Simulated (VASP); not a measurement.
All values below come from PBEsol GGA, VASP's PBE PAW potentials (set 64) (plane waves; VASP). For the alloy's cell: Numerical set-up: 520 eV cut-off, 5×9×5 Γ-centred mesh, tetrahedra with Blöchl corrections, potentials Ga_d Al N.

```
end member      E (eV/atom)  V (Å³/atom)  gap (eV)
--------------  -----------  -----------  --------
AlN (wurtzite)      -7.8281        10.46      4.11
GaN (wurtzite)      -6.5671        11.36      1.91
```

An ordered cell with a fraction 0.25 of the second end member relaxes to

```
CELL_PARAMETERS angstrom
      3.12689    -5.41906    -0.00161
      1.56480     2.71032     0.00000
     -0.00129     0.00074     5.04131
ATOMIC_POSITIONS crystal
  Ga 0.33375 0.33375 0.50174
  Al 0.16524 0.66524 0.00032
  Al 0.83264 0.33264 0.50133
  Al 0.66827 0.66827 0.00048
  N  0.33372 0.33372 0.89010
  N  0.15983 0.65983 0.37630
  N  0.83282 0.33282 0.87924
  N  0.67373 0.67373 0.37848
```

Q: Estimate the mixing energy, the deviation from a linear volume and the gap.

A: Its energy is -7.5083 eV/atom, so the mixing energy is 5 meV/atom. The volume of 10.68 Å³/atom lies -0.0 % from the linear mean. The gap is 3.50 eV against a linear mean of 3.56 eV, a bowing parameter of 0.3 eV for this ordering.
